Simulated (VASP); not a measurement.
Input:

```xyz
2
Lattice="0.0000 2.4370 2.4370 2.4370 0.0000 2.4370 2.4370 2.4370 0.0000" Properties=species:S:1:pos:R:3 pbc="T T T"
Be     4.8741     2.4370     2.4370
S      1.2185     1.2185     1.2185
```

These are r2SCAN meta-GGA, VASP's PBE PAW potentials (set 64) (plane waves; VASP) values and carry that method's errors. Run with 520 eV cut-off, 10×10×10 Γ-centred mesh, tetrahedra with Blöchl corrections, potentials Be S.

**Question.** Tabulate the total density of states (states/eV per cell) against energy (eV; zero at the valence-band maximum or, without a gap, the Fermi level).

**Answer.** 
```
E (eV) | DOS (states/eV)
    -9.94 |  0.00
    -9.70 |  0.00
    -9.34 |  0.00
    -9.10 |  0.00
    -8.74 |  0.00
    -8.50 |  0.00
    -8.26 |  0.00
    -7.90 |  0.00
    -7.66 |  0.00
    -7.30 |  0.00
    -7.06 |  0.00
    -6.82 |  0.00
    -6.46 |  0.00
    -6.22 |  0.00
    -5.86 |  0.01
    -5.62 | #### 0.31
    -5.26 | ####### 0.61
    -5.02 | ############ 1.00
    -4.78 | ############################## 2.44
    -4.42 | ####### 0.58
    -4.18 | ###### 0.47
    -3.82 | ########### 0.86
    -3.58 | ############ 1.01
    -3.34 | ############ 0.98
    -2.98 | ############## 1.13
    -2.74 | ################# 1.37
    -2.38 | ################### 1.58
    -2.14 | ################### 1.57
    -1.90 | ################### 1.55
    -1.54 | ################### 1.53
    -1.30 | ################### 1.51
    -0.94 | ############ 0.95
    -0.70 | ######### 0.71
    -0.46 | ###### 0.48
    -0.10 | # 0.09
     0.14 |  0.00
     0.50 |  0.00
     0.74 |  0.00
     0.98 |  0.00
     1.34 |  0.00
     1.58 |  0.00
     1.94 |  0.00
     2.18 |  0.00
     2.42 |  0.00
     2.78 |  0.00
     3.02 |  0.00
     3.38 |  0.00
     3.62 |  0.00
     3.98 | # 0.09
     4.22 | ## 0.15
     4.46 | ### 0.21
     4.82 | #### 0.31
     5.06 | ##### 0.40
     5.42 | ####### 0.55
     5.66 | ######### 0.72
     5.90 | ############ 0.98
     6.26 | ############################ 2.25
     6.50 | ########################## 2.12
     6.86 | ####### 0.56
     7.10 | ############# 1.10
```
Within 2 eV below the valence-band maximum the largest weight inside VASP's projection spheres is S p, then Be p.

The compound is BeS in the zinc blende structure. It was relaxed first.
